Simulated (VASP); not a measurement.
Computed with PBEsol GGA, VASP's PBE PAW potentials (set 64) (plane waves; VASP).

VASP ran on this input.

KPOINTS:
```
Automatic mesh
0
gamma
8 8 8
0 0 0
```

### POSCAR
```
PbS
1
    0.0000000000     2.7473084984     2.7473084984
    2.7473084984    -0.0000000000     2.7473084984
    2.7473084984     2.7473084984     0.0000000000
Pb S
1 1
Direct
  0.0000000000   0.0000000000   1.0000000000
  0.5000000000   0.5000000000   0.5000000000
```

**INCAR**
```
! general
SYSTEM   =  PbS
PREC     =  Accurate
ENCUT    =  500
LREAL    =  .FALSE.
LASPH    =  .TRUE.

! electronic loop
EDIFF    =  1E-6
NELM     =  100
ALGO     =  Normal
LMAXMIX  =  4

! smearing
ISMEAR   =  0
SIGMA    =  0.05

! functional
GGA      =  PS

! ions
IBRION   =  2
NSW      =  40
ISIF     =  3
EDIFFG   =  -0.02
PSTRESS  =  200

! output
LWAVE    =  .FALSE.
LCHARG   =  .FALSE.
```

POTCAR, in this order: Pb_d S (PBE.64 set). Program: vasp_std.

What will the output report for the number of irreducible k-points (NKPTS), largest plane-wave count, number of space-group operations, FFT grid (NGX, NGY, NGZ)?

| Property | Result |
|---|---|
| number of irreducible k-points (NKPTS) | 29 |
| largest plane-wave count | 1067 |
| number of space-group operations | 48 |
| FFT grid (NGX, NGY, NGZ) | 28 × 28 × 28 |

The compound is PbS in the rock salt structure. It was relaxed first under an external pressure of 20 GPa.
